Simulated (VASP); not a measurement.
A run of VASP 6.6.1:

Contents of run.py:

```python
from ase.calculators.vasp import Vasp
from ase.dft.dos import DOS
from ase.io import read

atoms = read('POSCAR')
calc = Vasp(
    directory='calc',
    xc='lda',
    pp='LDA',
    setups='materialsproject',
    prec='Accurate',
    encut=520,
    ediff=1e-07,
    ismear=0,
    sigma=0.01,
    lreal=False,
    lasph=True,
    nelm=100,
    algo='Normal',
    isif=2,
    lwave=False,
    lcharg=False,
    lmaxmix=4,
    ldautype=1,
    ldauprint=1,
    lorbit=11,
    ldau_luj={'Zr': {'L': 2, 'U': 4.5, 'J': 0.9}},
    kpts=[5, 5, 5],
    gamma=True,
    nbands=38,
)
atoms.calc = calc

print('energy (eV):', atoms.get_potential_energy())
print('free energy (eV):', atoms.get_potential_energy(force_consistent=True))
print('forces (eV/A):')
print(atoms.get_forces())
print('stress (eV/A^3, Voigt):', atoms.get_stress())
print('Fermi level (eV):', calc.get_fermi_level())
dos = DOS(calc, width=0.05, window=(-10, 10), npts=301)
print('E - E_F (eV), DOS (1/eV)')
for e, g in zip(dos.get_energies(), dos.get_dos()):
    print(f'{e:8.3f} {g:10.4f}')
```

The input POSCAR:

```
Zr4Tl
1.0
    5.3047500000      0.0000000000      0.0000000000
    0.0000000000      5.3047500000      0.0000000000
    0.0000000000      0.0000000000      5.3047500000
Zr Tl
4 1
Direct
   -0.0000470000      0.4984930000      0.4961240000
    0.5005190000      0.4955360000     -0.0044810000
    0.4961590000      0.0008120000      0.4945530000
   -0.0001920000     -0.0082420000     -0.0002860000
    0.4981850000      0.4931010000      0.5060200000
```

Potentials or basis: VASP PAW LDA potentials, release 64 (Zr_sv, Tl_d).

Run with:

```sh
$ python run.py
```

Hardware: 1 thread of Intel(R) Xeon(R) 6975P-C (Granite Rapids) (shared host).

How long does it take, and how much memory?

Wall time 4.5 min on 1 thread of Intel(R) Xeon(R) 6975P-C (Granite Rapids), on a shared host, peak memory 0.4 GiB. Counts: scf iterations 17, k points 63.
